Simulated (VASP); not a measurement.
**A VASP study of MoSeO (RPBE): structure first, properties next**

Wanted: the relaxed cell of MoSeO and its properties. The steps: rough relaxation of the start cell, relaxing cell and atoms (RPBE), second relaxation and single point with fields (RPBE). The cell is invented: it takes the structure of a Materials Project entry for MoSe2 (space group 160 there), with some of its atoms replaced by other elements, volume scaled by an estimate. It may not be a known or stable phase.

Calculated with VASP 6.6.1; RPBE; plane waves and PAW (Mo_sv, Se, O); invented cell.

Most raw output is cut from this account.

### Step 1. Starting point

Before any relaxation, the start is as follows. The structure is trigonal, space group R3m (No. 160). Conventional cell: a = 2.988 Å, b = 2.988 Å, c = 18.520 Å, α = 90.00°, β = 90.00°, γ = 120.00°. Nearest to Mo lie 3 Se at 2.28 Å and 3 O at 2.28 Å. Se has 3 Mo at 2.28 Å nearest. Nearest to O lie 3 Mo at 2.28 Å. It derives from MoSe2. it takes the structure of a Materials Project entry for MoSe2 (space group 160 there), with some of its atoms replaced by other elements, volume scaled by an estimate. Farther neighbours and most contacts between anions are not listed.

### Step 2. Rough relaxation of the start cell

The start is only an estimate, so a cheap relaxation brings it near a minimum before any careful run. RPBE by itself binds more weakly than PBE and expands cells.

The input, INCAR:

```
SYSTEM = MoSeO
PREC = Normal
ENCUT = 520
EDIFF = 1E-05
NELM = 60
ISMEAR = -1
SIGMA = 0.05
LREAL = .FALSE.
ALGO = Fast
GGA = RP
NBANDS = 19
LORBIT = 11
LWAVE = .FALSE.
LCHARG = .FALSE.
IBRION = 2
NSW = 40
ISIF = 3
EDIFFG = -0.04
```

The input, POSCAR:

```
MoSeO
1.0
    1.4939700000      0.8625440000      6.1734280000
   -1.4939700000      0.8625440000      6.1734280000
    0.0000000000     -1.7250880000      6.1734280000
Mo Se O
1 1 1
Direct
    0.6667599600      0.6667599600      0.6667599600
    0.2530624500      0.2530624500      0.2530624500
    0.4138445900      0.4138445900      0.4138445900
```

The input, KPOINTS:

```
Automatic mesh
0
Gamma
6 6 6
0 0 0
```

PAW data sets: Mo_sv, Se and O (PBE family, release 64).

Command:

```sh
$ mpirun -np 1 vasp_std
```

The job ended after 10 min (1 MPI rank of AMD EPYC 7R43, shared host; peak memory 0.2 GiB).

The gap is read on the k-mesh alone, so it is an upper bound where the band edges lie off the mesh. The bonds form layers, held to each other by dispersion, which RPBE lacks, so the spacing between them is unreliable. This relaxation is a rough one on cheap settings, only to bring the start near its minimum. The PAW data sets were made with PBE, which is usual practice but a small mismatch for other functionals. After so large a change of volume the plane waves of the start cell no longer fit, so the final stress carries a basis-set error. The run keeps the 6 symmetry operations of its start, so it cannot find a distortion of lower symmetry.

Relaxation path (22 of 31):

```
step  energy less that of the first step (eV)  largest force (eV/Å)  pressure (GPa)  volume (Å³)
   1                                   0.0000               11.9650           23.48        47.73
   2                                   1.1035                2.6759          -16.76        65.70
   4                                  -1.0124                3.4729          -16.20        57.00
   5                                  -1.7751                2.1050           -7.63        52.23
   7                                  -1.8104                1.9159           10.41        47.91
   8                                  -1.9389                0.2876            1.00        49.79
  10                                  -1.9467                0.1201            0.13        50.37
  11                                  -1.9467                0.1200            0.13        50.40
  12                                  -1.9466                0.1156            0.02        50.48
  14                                  -1.9486                0.0867            0.20        50.58
  15                                  -1.9527                0.1725            0.52        51.04
  17                                  -1.9542                0.3680            0.87        51.63
  18                                  -1.9549                0.3608            0.85        51.70
  20                                  -1.9599                0.2892            0.42        52.35
  21                                  -1.9646                0.1932           -0.20        53.20
  22                                  -1.9674                0.0872           -1.18        54.93
  24                                  -1.9690                0.0357           -0.40        54.63
  25                                  -1.9694                0.0945            0.23        54.68
  27                                  -1.9694                0.0565           -0.13        54.65
  28                                  -1.9694                0.0732            0.09        54.66
  30                                  -1.9695                0.0851            0.21        54.67
  31                                  -1.9697                0.0246            0.16        54.75
```

```
conventional cell, symmetrised  before   after   change
                         a (Å)   2.988   3.084   +3.2 %
                         b (Å)   2.988   3.084   +3.2 %
                         c (Å)  18.520  19.947   +7.7 %
              volume (Å³/atom)   15.91   18.25  +14.7 %
```

The atoms that moved most (Å, as changes of fractional coordinates times the final cell):

| atom | dx | dy | dz | length |
| --- | --- | --- | --- | --- |
| O3 | 0.000 | 0.000 | -0.255 | 0.255 |
| Mo1 | 0.000 | 0.000 | 0.213 | 0.213 |
| Se2 | 0.000 | 0.000 | 0.042 | 0.042 |

The relaxed structure:

```xyz
3
Lattice="1.5418 0.8902 6.6490 -1.5418 0.8902 6.6490 0.0000 -1.7803 6.6490" Properties=species:S:1:pos:R:3 pbc="T T T"
Mo    0.0000    0.0000   13.5128
Se    0.0000    0.0000    5.0897
O     0.0000    0.0000    8.0002
```

This step gave:

* electrons: 26
* bands: 19
* irreducible k-points: 32
* symmetry operations: 6
* free energy (TOTEN): -21.55 eV
* Fermi energy: 5.736 eV
* pressure: 0.1587 GPa
* metallic: no
* valence top at k: 0.5, 0.5, 0.5
* conduction bottom at k: -0.3333, 0.3333, 0
* least direct gap at k: 0.5, 0.5, 0.5
* SCF cycles over all ionic steps: 215
* gap on the k-mesh: 0.7879 eV
* least direct gap on the k-mesh: 1.848 eV

It ends with a largest force of 0.025 eV/Å and a pressure of 0.16 GPa.

### Step 3. Relaxing cell and atoms (RPBE)

Properties are meant for the cell that this level of theory prefers, so cell and atoms are relaxed first (ISIF = 3) until forces and stress are small; EDIFFG sets the threshold.

The input, INCAR:

```
SYSTEM = MoSeO
PREC = Accurate
ENCUT = 520
EDIFF = 1E-06
NELM = 100
ISMEAR = -1
SIGMA = 0.05
LREAL = .FALSE.
ALGO = Normal
GGA = RP
NBANDS = 19
LORBIT = 11
LWAVE = .FALSE.
LCHARG = .FALSE.
IBRION = 2
NSW = 60
ISIF = 3
EDIFFG = -0.01
```

The input, POSCAR:

```
MoSeO
1.0
    1.5418063790      0.8901623480      6.6490109574
   -1.5418063790      0.8901623480      6.6490109574
    0.0000000000     -1.7803246960      6.6490109574
Mo Se O
1 1 1
Direct
    0.6774353213      0.6774353213      0.6774353213
    0.2551585669      0.2551585669      0.2551585669
    0.4010731118      0.4010731118      0.4010731118
```

The input, KPOINTS:

```
Automatic mesh
0
Gamma
10 10 10
0 0 0
```

Command:

```sh
$ mpirun -np 1 vasp_std
```

It took 53 min on 1 MPI rank; peak memory 0.53 GiB.

Relaxation path:

```csv
step,energy less that of the first step (eV),largest force (eV/Å),pressure (GPa),volume (Å³)
1,0.0000,0.0167,0.28,54.75
2,0.0001,0.0890,-0.39,55.00
3,-0.0001,0.0240,0.01,54.85
4,-0.0001,0.0199,0.02,54.88
5,-0.0002,0.0097,0.02,54.98
6,-0.0002,0.0396,0.02,55.18
7,-0.0003,0.0236,0.01,55.09
8,-0.0003,0.0229,0.02,55.10
9,-0.0003,0.0215,0.00,55.13
10,-0.0004,0.0184,-0.02,55.20
11,-0.0005,0.0123,-0.05,55.33
12,-0.0008,0.0067,-0.13,55.60
13,-0.0009,0.0200,-0.27,56.13
14,-0.0011,0.0085,-0.01,56.17
```

| conventional cell, symmetrised | before | after | change |
| --- | --- | --- | --- |
| a (Å) | 3.084 | 3.087 | +0.1 % |
| b (Å) | 3.084 | 3.087 | +0.1 % |
| c (Å) | 19.947 | 20.421 | +2.4 % |
| volume (Å³/atom) | 18.25 | 18.72 | +2.6 % |

The atoms that moved most (Å, as changes of fractional coordinates times the final cell):

```
atom     dx     dy      dz  length
 Se2  0.000  0.000   0.038   0.038
  O3  0.000  0.000  -0.033   0.033
```

The relaxed structure:

```xyz
3
Lattice="1.5433 0.8910 6.8071 -1.5433 0.8910 6.8071 0.0000 -1.7821 6.8071" Properties=species:S:1:pos:R:3 pbc="T T T"
Mo    0.0000    0.0000   13.8298
Se    0.0000    0.0000    5.2485
O     0.0000    0.0000    8.1571
```

Numbers from this step:

| Item | Value |
| --- | --- |
| irreducible k-points | 116 |
| free energy (TOTEN) | -21.56 eV |
| Fermi energy | 5.481 eV |
| pressure | -0.008690 GPa |
| conduction bottom at k | -0.4, 0.3, 0 |
| SCF cycles over all ionic steps | 106 |
| gap on the k-mesh | 0.8688 eV |
| least direct gap on the k-mesh | 1.857 eV |

It ends with a largest force of 0.009 eV/Å and a pressure of -0.01 GPa.

### Step 4. Second relaxation

A relaxation keeps the plane waves of the cell it began with, so it is repeated from the new cell, on a basis made for it.

INCAR is that of step 3.

The input, POSCAR:

```
MoSeO
1.0
    1.5433200684      0.8910362770      6.8071433786
   -1.5433200684      0.8910362770      6.8071433786
    0.0000000000     -1.7820725541      6.8071433786
Mo Se O
1 1 1
Direct
    0.6772186040      0.6772186040      0.6772186040
    0.2570098439      0.2570098439      0.2570098439
    0.3994385521      0.3994385521      0.3994385521
```

KPOINTS is that of step 3.

Command:

```sh
$ mpirun -np 1 vasp_std
```

Run time: 18 min. Hardware: 1 MPI rank; peak memory 0.46 GiB.

Little changed from the start: no atom moved by 0.005 Å and no cell edge by 0.1 %.

This step gave:

```yaml
pressure: -0.02123 GPa
conduction_bottom_at_k: -0.2, 0.5, 0.1
scf_cycles_over_all_ionic_steps: 24
gap_on_the_k_mesh: 0.8718 eV
least_direct_gap_on_the_k_mesh: 1.860 eV
```

It ends with a largest force of 0.005 eV/Å and a pressure of -0.02 GPa. The volume moved by under 0.01 %, so the volume is settled.

### Step 5. Single point with fields (RPBE)

The relaxed cell gets a fresh self-consistent run, on a basis set for its own volume, to fix the density and to check the remaining stress.

INCAR: that of step 4 with these lines changed.

```diff
@@ -13,6 +13,5 @@
 LWAVE = .FALSE.
-LCHARG = .FALSE.
-IBRION = 2
-NSW = 60
-ISIF = 3
-EDIFFG = -0.01
+LCHARG = .TRUE.
+ISIF = 2
+LELF = .TRUE.
+LVHAR = .TRUE.
```

The input, POSCAR:

```
MoSeO
1.0
    1.5430518944      0.8908814467      6.8094796268
   -1.5430518944      0.8908814467      6.8094796268
    0.0000000000     -1.7817628934      6.8094796268
Mo Se O
1 1 1
Direct
    0.6772280900      0.6772280900      0.6772280900
    0.2569955537      0.2569955537      0.2569955537
    0.3994433563      0.3994433563      0.3994433563
```

KPOINTS is that of step 4.

Command:

```sh
$ mpirun -np 1 vasp_std
```

The job ended after 2.7 min (1 MPI rank).

The run was stopped at its time limit, by a STOPCAR file.

More ranks or a longer limit would be the way on.

### Step 6. Summary of results

```yaml
relaxed_volume: 18.72 Å³/atom
relaxed_conventional_cell_a_b_c: 3.086, 3.086, 20.428 Å; angles 90.0, 90.0, 120.0°
space_group_after_relaxing_within_0p02_a: R3m (No. 160)
```

With RPBE, MoSeO relaxes to 18.72 Å³/atom in space group R3m (held by the symmetry of the run). Not obtained: single point with fields (RPBE), because the run hit its time limit. Semilocal functionals usually underestimate gaps. Spin-orbit coupling is left out; it would split some degenerate bands. The bonds form layers, and without a dispersion term the spacing between them, and what depends on it, is unreliable. No search among competing phases was made. All values are for a static lattice at zero temperature.

[Lines on the potential files, build, host, timing and source positions are cut from VASP's logs without a mark.]

[Logs are printed without paths, hosts, clocks, repeated set-up lines and the standing remarks that a program may print on its own settings, such as how far it seeks lower states.]

[Hosts, paths, dates, database ids (printed as entryN), source tags and the programs' standing remarks are cut or masked in the printed files.]

[A measured line is paired with the nearest computed mode of its activity, which favours agreement.]
